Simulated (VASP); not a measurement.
Write the native input for VASP 6.6.1 that does the following.

| Item | Value |
| --- | --- |
| Task | electron localisation function |
| Functional | PBE |
| Potentials or basis | VASP PAW PBE potentials, release 64 (Br, C, I, H) |
| Cutoff | 520 eV |
| k mesh | 1 × 1 × 1 |
| Occupations | gaussian, width 0.01 eV |
| Spin | no spin polarisation |
| Further INCAR settings | ALGO = Fast; EDIFF = 1e-06 |

The structure of BrCIH2 lies in POSCAR:

```
H2CIBr
1.0
   13.0000000000      0.0000000000      0.0000000000
    0.0000000000     11.0000000000      0.0000000000
    0.0000000000      0.0000000000     12.0000000000
Br C I H
1 1 1 2
Direct
    0.3766923100      0.4773090900      0.5308750000
    0.5178615400      0.4930181800      0.4861666700
    0.6253076900      0.4147454500      0.5988166700
    0.5355769200      0.5890727300      0.4801916700
    0.5270846200      0.4471636400      0.4068500000
```

These files were run (other wordings do the same):

INCAR

```
SYSTEM = H2CIBr
ALGO = Fast ; EDIFF = 1E-6
ENCUT = 520 ; GGA = PE
ISIF = 2 ; ISMEAR = 0
LASPH = .TRUE. ; LCHARG = .TRUE.
LELF = .TRUE. ; LREAL = .FALSE.
LWAVE = .FALSE. ; NELM = 60
PREC = Accurate ; SIGMA = 0.01
```

KPOINTS

```
k-points
0
G
  1 1 1
  0 0 0
```

Potentials or basis: VASP PAW PBE potentials, release 64 (Br, C, I, H).

Command:

```bash
$ cat potpaw_PBE.64/Br/POTCAR potpaw_PBE.64/C/POTCAR potpaw_PBE.64/I/POTCAR potpaw_PBE.64/H/POTCAR > POTCAR
$ mpirun -np 1 vasp_gam > vasp.out
```

It gave:

| Property | Result |
| --- | --- |
| Largest force | 0.413 eV/Å |
| Gap between the frontier levels | 3.99 eV |

Caveat: spin-orbit coupling is left out, which moves the levels of the heavy elements.

Run time: 2.4 min on 1 thread of Intel(R) Xeon(R) Platinum 8488C (Sapphire Rapids), with other jobs on the host, peak memory 1.3 GiB.
